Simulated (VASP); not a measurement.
Given:

```
GaNi
1.0
    2.87406     0.00000     0.00000
    0.00000     2.87406     0.00000
    0.00000     0.00000     2.87406
Ga Ni
1 1
Direct
  0.00000   0.00000   0.00000
  0.50000   0.50000   0.50000
```

Method: r2SCAN meta-GGA, VASP's PBE PAW potentials (set 64) (plane waves; VASP). Settings: 480 eV cut-off, 12×12×12 Γ-centred mesh, first-order Methfessel-Paxton smearing of 0.10 eV, potentials Ga_d Ni.

Energy and stress use the plane-wave basis of the starting cell.

The ions, cell shape and volume at an external pressure of 5.0 GPa are relaxed. What does this cell relax into?

```
GaNi
1.0
    2.85312     0.00000     0.00000
    0.00000     2.85312     0.00000
    0.00000     0.00000     2.85312
Ga Ni
1 1
Direct
  0.00000   0.00000   0.00000
  0.50000   0.50000   0.50000
```
Space group Pm-3m (221), at a tolerance of 0.03 Å.

How do energy and volume change from the first to the last step?

The energy (σ→0) changes by +4.6 meV/atom and the volume by -2.2 %, in 3 ionic steps.

The structure comes from a computed database's GaNi entry (Pm-3m); how it stands against other phases isn't given here. This run relaxes it under an external pressure of 5 GPa. Symmetry was kept, so distortions that lower it aren't found. The run is not spin-polarised, so no magnetic state was tried. The electron count is odd and the run is not spin-polarised, which forces a metal.
